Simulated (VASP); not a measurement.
An input for Quantum ESPRESSO's pw.x (written as the equivalent of a VASP run, and not itself run):

```
&CONTROL
  calculation = 'vc-relax'
  pseudo_dir = './pseudo'
  outdir = './out'
  tprnfor = .true.
  tstress = .true.
  nstep = 60
  forc_conv_thr = 0.00039
/
&SYSTEM
  ibrav = 0
  nat = 2
  ntyp = 2
  ecutwfc = 80
  occupations = 'smearing'
  smearing = 'gaussian'
  degauss = 0.003675
  input_dft = 'revpbe'
/
&ELECTRONS
  conv_thr = 7.3e-08
  electron_maxstep = 100
/
&IONS
/
&CELL
/
ATOMIC_SPECIES
  In 114.818 In.upf
  Sb 121.760 Sb.upf
CELL_PARAMETERS angstrom
     0.0000000    3.2400000    3.2400000
     3.2400000    0.0000000    3.2400000
     3.2400000    3.2400000    0.0000000
ATOMIC_POSITIONS crystal
  In   0.0000000  0.0000000  0.0000000
  Sb   0.2500000  0.2500000  0.2500000
K_POINTS automatic
  6 6 6 0 0 0
```

### Question
Translate this input to VASP (INCAR, KPOINTS, POSCAR, choice of POTCAR).

### Answer
One answer among several that fit: 
File KPOINTS:
```
Automatic mesh
0
Gamma
6 6 6
0 0 0
```

### POSCAR
```
InSb
1.0
  0.0000000000   3.2400000000   3.2400000000
  3.2400000000   0.0000000000   3.2400000000
  3.2400000000   3.2400000000   0.0000000000
In Sb
1 1
Direct
  0.0000000000   0.0000000000   0.0000000000
  0.2500000000   0.2500000000   0.2500000000
```

INCAR:
```
SYSTEM = InSb
PREC = Accurate
ENCUT = 520
EDIFF = 1E-6
NELM = 100
ALGO = Normal
LREAL = .FALSE.
LASPH = .TRUE.
ISMEAR = 0
SIGMA = 0.05
GGA = RE
LMAXMIX = 4
LWAVE = .FALSE.
LCHARG = .FALSE.
IBRION = 2
ISIF = 3
NSW = 60
EDIFFG = -0.01
```

POTCAR, in this order: In_d Sb (PBE.64 set). Program: vasp_std.

Limits of the translation: the potentials are each code's own (VASP's PAW set, PseudoDojo norm-conserving files in pw.x), so ENCUT and ecutwfc are chosen apart and not converted; conv_thr bounds pw.x's estimated SCF error, while EDIFF bounds the energy change between steps; forc_conv_thr acts on force components and is met together with etot_conv_thr.

The compound is InSb in the zinc blende structure. This run relaxes it. Symmetry was kept, so distortions that lower it aren't found.
